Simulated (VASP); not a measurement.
# How thick must a slab of Pt(111) be?, part 3 of 7

Aim: follow surface energy, work function and relaxation of Pt(111) with the number of layers.

VASP 6.6.1; PBE; plane waves and PAW (Pt).

So far. Step 4 (Surface relaxation, layers 4): The run ended after 3 ionic steps, 0.003 eV below its first step, once the forces on the free atoms met EDIFFG = -0.01. Step 5 (The vacuum level, layers 4): The vacuum level lies 5.70 eV above the Fermi level at the upper face; both faces agree, as the slab has next to no dipole.

## Step 6: Relaxing the slab, layers 5

System of this step: Pt(111). The cell holds 5 atoms: 5 Pt. Cell: a = 2.805 Å, b = 2.805 Å, c = 24.163 Å, α = 90.0°, β = 90.0°, γ = 60.0°. It derives from Pt. 5 layers of fcc Pt, cut at this functional's lattice. Vacuum lies along c.

INCAR reads:

```
SYSTEM = Pt
PREC = Normal
ENCUT = 320
EDIFF = 1E-06
NELM = 120
ISMEAR = 1
SIGMA = 0.15
LREAL = .FALSE.
ALGO = Fast
GGA = PE
NBANDS = 31
LASPH = .TRUE.
LORBIT = 11
LWAVE = .FALSE.
LCHARG = .FALSE.
KPAR = 4
IBRION = 2
NSW = 50
ISIF = 2
EDIFFG = -0.01
POTIM = 0.4
MAXMIX = 40
```

POSCAR reads:

```
Pt
1.0
    2.8054651031      0.0000000000      0.0000000000
    1.4027325516      2.4296040487      0.0000000000
    0.0000000000      0.0000000000     24.1626106584
Pt
5
Direct
    0.6666666700      0.6666666700      0.3103969200
    0.0000000000      0.0000000000      0.4051984600
    0.3333333300      0.3333333300      0.5000000000
    0.6666666700      0.6666666700      0.5948015400
    0.0000000000      0.0000000000      0.6896030800
```

KPOINTS reads:

```
Automatic mesh
0
Gamma
15 15 1
0 0 0
```

Potentials, in the order of the species: Pt (PBE family, release 64).

The run is started by

```bash
$ mpirun -np 4 vasp_std
```

Output:

```text
[banner, memory and clock lines left out]
running    4 mpi-ranks, on    1 nodes
[...]
LDA part: xc-table for (Slater+PW92), standard interpolation
 POSCAR, INCAR and KPOINTS ok, starting setup
[...]
entering main loop
       N       E                     dE             d eps       ncg     rms          rms(c)
DAV:   1     0.255089411978E+03    0.25509E+03   -0.18091E+04  1704   0.963E+02
DAV:   2    -0.180935707695E+02   -0.27318E+03   -0.25614E+03  2109   0.241E+02
DAV:   3    -0.307304527945E+02   -0.12637E+02   -0.11852E+02  2105   0.479E+01
DAV:   4    -0.311251222527E+02   -0.39467E+00   -0.39250E+00  2030   0.872E+00
[...]
RMM:  24    -0.292183048661E+02   -0.54794E-05   -0.23168E-07   937   0.241E-03    0.195E-03
RMM:  25    -0.292183064592E+02   -0.15932E-05   -0.39678E-08   304   0.942E-04    0.175E-03
RMM:  26    -0.292183071473E+02   -0.68800E-06   -0.18306E-08   290   0.101E-03
   1 F= -.29218307E+02 E0= -.29210869E+02  d E =-.292183E+02
[... from here on, the cycles between the ionic steps are left out ...]
   2 F= -.29223134E+02 E0= -.29215834E+02  d E =-.482676E-02
   3 F= -.29224207E+02 E0= -.29217026E+02  d E =-.589946E-02
   4 F= -.29224209E+02 E0= -.29217036E+02  d E =-.590152E-02
   5 F= -.29224241E+02 E0= -.29217070E+02  d E =-.323909E-04
   6 F= -.29224315E+02 E0= -.29217143E+02  d E =-.106823E-03
   7 F= -.29224386E+02 E0= -.29217214E+02  d E =-.177576E-03
[...]
reached required accuracy - stopping structural energy minimisation
```

Wall time 31 s (4 MPI ranks of AMD EPYC 9R45, shared host); peak memory 0.65 GiB; 2 min of CPU time.

OUTCAR, selected parts (step 6):

```text
  Total       -4.6080352     -4.6080352     -0.5219254     -0.0000000      0.0000000      0.0000000
  in kB      -44.8272541    -44.8272541     -5.0773232     -0.0000000      0.0000000      0.0000000
  external PRESSURE =     -31.5772772 kB  Pullay stress =       0.0000000 kB

 POSITION                                       TOTAL-FORCE (eV/Angst)
 -----------------------------------------------------------------------------------
      2.80547      1.61974      7.49759         0.000000      0.000000      0.002706
      0.00000      0.00000      9.81285        -0.000000      0.000000     -0.002400
      1.40273      0.80987     12.08131         0.000000     -0.000000      0.000000
      2.80547      1.61974     14.34976         0.000000     -0.000000      0.002400
      0.00000      0.00000     16.66502        -0.000000     -0.000000     -0.002706
 -----------------------------------------------------------------------------------
    total drift:                               -0.000003     -0.000002     -0.000001

  FREE ENERGIE OF THE ION-ELECTRON SYSTEM (eV)
  ---------------------------------------------------
  free  energy   TOTEN  =       -29.2243862413 eV

  energy  without entropy=      -29.2028706335  energy(sigma->0) =      -29.21721437

[... 1 part as in an earlier step ...]

[... 3 further parts left out ...]
[key lines of the parts left out:]
E-fermi :   2.0019
```

The steps of the relaxation:

```
step  energy less that of the first step (eV)  largest force (eV/Å)
   1                                   0.0000                0.2606
   2                                  -0.0048                0.1145
   3                                  -0.0059                0.0139
   4                                  -0.0059                0.0185
   5                                  -0.0059                0.0135
   6                                  -0.0060                0.0114
   7                                  -0.0061                0.0027
```

The atoms that moved most (Å):

```
atom     dx     dy      dz  length
 Pt2  0.000  0.000   0.022   0.022
 Pt4  0.000  0.000  -0.022   0.022
```

Final coordinates:

```xyz
5
Lattice="2.8055 0.0000 0.0000 1.4027 2.4296 0.0000 0.0000 0.0000 24.1626" Properties=species:S:1:pos:R:3
Pt    2.8055    1.6197    7.4976
Pt    0.0000    0.0000    9.8128
Pt    1.4027    0.8099   12.0813
Pt    2.8055    1.6197   14.3498
Pt    0.0000    0.0000   16.6650
```

The run ended after 7 ionic steps, 0.006 eV below its first step, once the forces on the free atoms met EDIFFG = -0.01.

## Step 7: The vacuum level, layers 5

Edit INCAR of step 6 so:

```diff
@@ -16,7 +16,6 @@
 KPAR = 4
-IBRION = 2
-NSW = 50
-ISIF = 2
-EDIFFG = -0.01
-POTIM = 0.4
-MAXMIX = 40
+IDIPOL = 3
+LDIPOL = .TRUE.
+DIPOL = 0.5 0.5 0.5
+LVHAR = .TRUE.
+LVACPOTAV = .TRUE.
```

POSCAR reads:

```
Pt
1.0
    2.8054651031      0.0000000000      0.0000000000
    1.4027325516      2.4296040487      0.0000000000
    0.0000000000      0.0000000000     24.1626106584
Pt
5
Direct
    0.6666666700      0.6666666700      0.3102972733
    0.0000000000      0.0000000000      0.4061170597
    0.3333333300      0.3333333300      0.5000000000
    0.6666666700      0.6666666700      0.5938829403
    0.0000000000      0.0000000000      0.6897027267
```

KPOINTS is that of step 6.

The run is started by

```bash
$ mpirun -np 4 vasp_std
```

Output:

```text
[... set-up lines as in an earlier step ...]
 entering main loop
       N       E                     dE             d eps       ncg     rms          rms(c)
DAV:   1     0.255200144300E+03    0.25520E+03   -0.18090E+04  1704   0.963E+02
DAV:   2    -0.181776601796E+02   -0.27338E+03   -0.25593E+03  2108   0.241E+02
DAV:   3    -0.307569578787E+02   -0.12579E+02   -0.11811E+02  2089   0.479E+01
DAV:   4    -0.311401271822E+02   -0.38317E+00   -0.38122E+00  1990   0.870E+00
[...]
RMM:  24    -0.292243848031E+02   -0.33334E-05   -0.10032E-07   498   0.154E-03    0.161E-03
RMM:  25    -0.292243859434E+02   -0.11403E-05   -0.27424E-08   263   0.121E-03    0.132E-03
RMM:  26    -0.292243862661E+02   -0.32273E-06   -0.14320E-08   226   0.115E-03
 [... a notice as in an earlier step ...]

   1 F= -.29224386E+02 E0= -.29217215E+02  d E =-.215146E-01
```

Wall time 13 s (4 MPI ranks); peak memory 0.62 GiB.

Parts of OUTCAR (step 7):

```text
  Total       -4.6049793     -4.6049793     -0.5140656     -0.0000000      0.0000000      0.0000000
  in kB      -44.7975263    -44.7975263     -5.0008621     -0.0000000      0.0000000      0.0000000
  external PRESSURE =     -31.5319715 kB  Pullay stress =       0.0000000 kB

 POSITION                                       TOTAL-FORCE (eV/Angst)
 -----------------------------------------------------------------------------------
      2.80547      1.61974      7.49759        -0.000000     -0.000000      0.001830
      0.00000      0.00000      9.81285         0.000000      0.000000     -0.000984
      1.40273      0.80987     12.08131         0.000000      0.000000      0.000000
      2.80547      1.61974     14.34976        -0.000000     -0.000000      0.000984
      0.00000      0.00000     16.66502         0.000000      0.000000     -0.001830
 -----------------------------------------------------------------------------------
    total drift:                               -0.000003     -0.000002     -0.000001

  FREE ENERGIE OF THE ION-ELECTRON SYSTEM (eV)
  ---------------------------------------------------
  free  energy   TOTEN  =       -29.2243862661 eV

  energy  without entropy=      -29.2028716540  energy(sigma->0) =      -29.21721473

[... 2 parts as in an earlier step ...]

[... 1 further part left out ...]
[key lines of the parts left out:]
E-fermi :   2.0023
```

The planar average of the electrostatic potential oscillates, so the rows of the table below give means over windows of 2.35 Å about each position, cut where the curve ends. Its maxima inside the range that stand out by 2 % of the span (Å: eV): 8.6: 0.742, 11.0: 0.168, 13.2: 0.168, 15.5: 0.742. Its minima: 7.5: -20.8, 9.8: -21.1, 12.1: -21.1, 14.3: -21.1, 16.7: -20.8.

Zero at the Fermi level. Table of planar average of the electrostatic potential by height; means over each step:

```
height (Å)  planar average of the electrostatic potential (eV)
      1.18                                                5.69
      3.53                                                5.68
      5.88                                                2.34
      8.23                                               -10.2
     10.58                                               -11.0
     12.93                                               -11.0
     15.28                                               -10.4
     17.63                                               -4.58
     19.98                                                5.66
     22.33                                                5.69
```

The vacuum level lies 5.68 eV above the Fermi level at the upper face; both faces agree, as the slab has next to no dipole.

The program found no field-free point at its default tolerance, but its printed level agrees with the flat part of the planar average.

## Step 8: Surface relaxation, layers 6

System of this step: Pt(111). The cell holds 6 atoms: 6 Pt. Cell: a = 2.805 Å, b = 2.805 Å, c = 26.453 Å, α = 90.0°, β = 90.0°, γ = 60.0°. It derives from Pt. 6 layers of fcc Pt, cut at this functional's lattice. Vacuum lies along c.

INCAR reads:

```
SYSTEM = Pt
PREC = Normal
ENCUT = 320
EDIFF = 1E-06
NELM = 120
ISMEAR = 1
SIGMA = 0.15
LREAL = .FALSE.
ALGO = Fast
GGA = PE
NBANDS = 37
LASPH = .TRUE.
LORBIT = 11
LWAVE = .FALSE.
LCHARG = .FALSE.
KPAR = 4
IBRION = 2
NSW = 50
ISIF = 2
EDIFFG = -0.01
POTIM = 0.4
MAXMIX = 40
```

POSCAR reads:

```
Pt
1.0
    2.8054651031      0.0000000000      0.0000000000
    1.4027325516      2.4296040487      0.0000000000
    0.0000000000      0.0000000000     26.4532633231
Pt
6
Direct
    0.3333333300      0.3333333300      0.2835189000
    0.6666666700      0.6666666700      0.3701113400
    0.0000000000      0.0000000000      0.4567037800
    0.3333333300      0.3333333300      0.5432962200
    0.6666666700      0.6666666700      0.6298886600
    0.0000000000      0.0000000000      0.7164811000
```

KPOINTS is that of step 7.

The run is started by

```bash
$ mpirun -np 4 vasp_std
```

Output:

```text
[banner, memory and clock lines left out]
running    4 mpi-ranks, on    1 nodes
[...]
LDA part: xc-table for (Slater+PW92), standard interpolation
 POSCAR, INCAR and KPOINTS ok, starting setup
[...]
entering main loop
       N       E                     dE             d eps       ncg     rms          rms(c)
DAV:   1     0.303118767502E+03    0.30312E+03   -0.22142E+04  2022   0.981E+02
DAV:   2    -0.212429334323E+02   -0.32436E+03   -0.30767E+03  2427   0.246E+02
DAV:   3    -0.370631840968E+02   -0.15820E+02   -0.14170E+02  2474   0.489E+01
DAV:   4    -0.376315671108E+02   -0.56838E+00   -0.54063E+00  2440   0.914E+00
[...]
RMM:  26    -0.353425453735E+02   -0.30182E-05   -0.10349E-07   673   0.135E-03    0.151E-03
RMM:  27    -0.353425463822E+02   -0.10087E-05   -0.28554E-08   397   0.103E-03    0.125E-03
RMM:  28    -0.353425470340E+02   -0.65181E-06   -0.19536E-08   333   0.994E-04
   1 F= -.35342547E+02 E0= -.35342493E+02  d E =-.353425E+02
[... from here on, the cycles between the ionic steps are left out ...]
   2 F= -.35346682E+02 E0= -.35346803E+02  d E =-.413524E-02
   3 F= -.35347544E+02 E0= -.35347759E+02  d E =-.499718E-02
   4 F= -.35347551E+02 E0= -.35347776E+02  d E =-.500394E-02
   5 F= -.35348093E+02 E0= -.35348410E+02  d E =-.542292E-03
   6 F= -.35348118E+02 E0= -.35348455E+02  d E =-.567112E-03
[...]
reached required accuracy - stopping structural energy minimisation
```

Elapsed: 37 s, on 4 MPI ranks; peak memory 0.71 GiB.

OUTCAR, selected parts (step 8):

```text
  Total       -5.0803159     -5.0803159     -0.7322652     -0.0000000     -0.0000000      0.0000000
  in kB      -45.1420913    -45.1420913     -6.5066783     -0.0000000     -0.0000000      0.0000000
  external PRESSURE =     -32.2636203 kB  Pullay stress =       0.0000000 kB

 POSITION                                       TOTAL-FORCE (eV/Angst)
 -----------------------------------------------------------------------------------
      1.40273      0.80987      7.48787        -0.000000     -0.000000      0.007986
      2.80547      1.61974      9.80632         0.000000      0.000000      0.004772
      0.00000      0.00000     12.08832        -0.000000     -0.000000      0.000571
      1.40273      0.80987     14.36495         0.000000     -0.000000     -0.000571
      2.80547      1.61974     16.64694        -0.000000     -0.000000     -0.004772
      1.40273      2.42960     18.96539         0.000000      0.000000     -0.007986
 -----------------------------------------------------------------------------------
    total drift:                                0.000000      0.000000      0.000001

  FREE ENERGIE OF THE ION-ELECTRON SYSTEM (eV)
  ---------------------------------------------------
  free  energy   TOTEN  =       -35.3481180874 eV

  energy  without entropy=      -35.3491287358  energy(sigma->0) =      -35.34845497

[... 1 part as in an earlier step ...]

[... 3 further parts left out ...]
[key lines of the parts left out:]
E-fermi :   2.7120
```

The steps of the relaxation:

```
step  energy less that of the first step (eV)  largest force (eV/Å)
   1                                   0.0000                0.2226
   2                                  -0.0041                0.0823
   3                                  -0.0050                0.0962
   4                                  -0.0050                0.0988
   5                                  -0.0055                0.0203
   6                                  -0.0056                0.0080
```

The atoms that moved most (Å):

```
atom     dx     dy      dz  length
 Pt5  0.000  0.000  -0.016   0.016
 Pt2  0.000  0.000   0.016   0.016
 Pt1  0.000  0.000  -0.012   0.012
 Pt6  0.000  0.000   0.012   0.012
 Pt3  0.000  0.000   0.007   0.007
 Pt4  0.000  0.000  -0.007   0.007
```

Final coordinates:

```
Pt
1.0
     2.80547    0.00000    0.00000
     1.40273    2.42960    0.00000
     0.00000    0.00000   26.45326
Pt
6
Direct
  0.33333 0.33333 0.28306
  0.66667 0.66667 0.37070
  0.00000 0.00000 0.45697
  0.33333 0.33333 0.54303
  0.66667 0.66667 0.62930
  0.00000 0.00000 0.71694
```

The run ended after 6 ionic steps, 0.006 eV below its first step, once the forces on the free atoms met EDIFFG = -0.01.

## Step 9: The vacuum level, layers 6

Edit INCAR of step 8 so:

```diff
@@ -16,7 +16,6 @@
 KPAR = 4
-IBRION = 2
-NSW = 50
-ISIF = 2
-EDIFFG = -0.01
-POTIM = 0.4
-MAXMIX = 40
+IDIPOL = 3
+LDIPOL = .TRUE.
+DIPOL = 0.5 0.5 0.5
+LVHAR = .TRUE.
+LVACPOTAV = .TRUE.
```

POSCAR reads:

```
Pt
1.0
    2.8054651031      0.0000000000      0.0000000000
    1.4027325516      2.4296040487      0.0000000000
    0.0000000000      0.0000000000     26.4532633231
Pt
6
Direct
    0.3333333300      0.3333333300      0.2830603948
    0.6666666700      0.6666666700      0.3707037552
    0.0000000000      0.0000000000      0.4569688830
    0.3333333300      0.3333333300      0.5430311170
    0.6666666700      0.6666666700      0.6292962448
    0.0000000000      0.0000000000      0.7169396052
```

KPOINTS is that of step 8.

The run is started by

```bash
$ mpirun -np 4 vasp_std
```

Output:

```text
[... set-up lines as in an earlier step ...]
 entering main loop
       N       E                     dE             d eps       ncg     rms          rms(c)
DAV:   1     0.302722528310E+03    0.30272E+03   -0.22139E+04  2022   0.981E+02
DAV:   2    -0.212324745284E+02   -0.32396E+03   -0.30711E+03  2427   0.246E+02
DAV:   3    -0.370851937192E+02   -0.15853E+02   -0.14197E+02  2477   0.488E+01
DAV:   4    -0.376494416297E+02   -0.56425E+00   -0.53753E+00  2432   0.910E+00
[...]
RMM:  25    -0.353481137483E+02   -0.24184E-05   -0.12600E-07   573   0.133E-03    0.144E-03
RMM:  26    -0.353481163595E+02   -0.26112E-05   -0.11855E-07   740   0.147E-03    0.187E-03
RMM:  27    -0.353481171004E+02   -0.74086E-06   -0.18318E-08   251   0.969E-04
 [... a notice as in an earlier step ...]

   1 F= -.35348117E+02 E0= -.35348454E+02  d E =0.101158E-02
```

It took 16 s on 4 MPI ranks; peak memory 0.68 GiB.

OUTCAR, selected parts (step 9):

```text
  Total       -5.0789885     -5.0789885     -0.7305831     -0.0000000      0.0000000      0.0000000
  in kB      -45.1302965    -45.1302965     -6.4917323     -0.0000000      0.0000000      0.0000000
  external PRESSURE =     -32.2507751 kB  Pullay stress =       0.0000000 kB

 POSITION                                       TOTAL-FORCE (eV/Angst)
 -----------------------------------------------------------------------------------
      1.40273      0.80987      7.48787        -0.000000     -0.000000      0.006754
      2.80547      1.61974      9.80632         0.000000     -0.000000      0.005718
      0.00000      0.00000     12.08832        -0.000000      0.000000      0.004752
      1.40273      0.80987     14.36495        -0.000000      0.000000     -0.004752
      2.80547      1.61974     16.64694        -0.000000      0.000000     -0.005718
      0.00000      0.00000     18.96539         0.000000      0.000000     -0.006754
 -----------------------------------------------------------------------------------
    total drift:                                0.000000      0.000000      0.000001

  FREE ENERGIE OF THE ION-ELECTRON SYSTEM (eV)
  ---------------------------------------------------
  free  energy   TOTEN  =       -35.3481171004 eV

  energy  without entropy=      -35.3491286815  energy(sigma->0) =      -35.34845429

[... 2 parts as in an earlier step ...]

[... 1 further part left out ...]
[key lines of the parts left out:]
E-fermi :   2.7118
```

The planar average of the electrostatic potential oscillates, so the rows of the table below give means over windows of 2.32 Å about each position, cut where the curve ends. Its maxima inside the range that stand out by 2 % of the span (Å: eV): 8.6: 0.779, 10.9: 0.261, 13.2: 0.256, 15.5: 0.261, 17.9: 0.779. Its minima: 7.5: -20.8, 9.8: -21.1, 12.1: -21.1, 14.3: -21.1, 16.6: -21.1, 19.0: -20.8.

Zero at the Fermi level. Table of planar average of the electrostatic potential by height; means over each step:

```csv
height (Å),planar average of the electrostatic potential (eV)
1.16,5.74
3.48,5.74
5.80,2.98
8.12,-10.1
10.44,-10.7
12.76,-10.8
15.08,-10.7
17.40,-10.3
19.72,-6.52
22.04,5.69
24.36,5.74
```

The vacuum level lies 5.74 eV above the Fermi level at the upper face; both faces agree, as the slab has next to no dipole.

The program found no field-free point at its default tolerance, but its printed level agrees with the flat part of the planar average.

(Continued in part 4 of 7.)

[Lines on the potential files, build, host, timing and source positions are cut from VASP's logs without a mark.]

[Logs are printed without paths, hosts, clocks, repeated set-up lines and the standing remarks that a program may print on its own settings, such as how far it seeks lower states.]

[Hosts, paths, dates, database ids (printed as entryN), source tags and the programs' standing remarks are cut or masked in the printed files.]

[Runs that stopped without an error message from VASP are left out.]
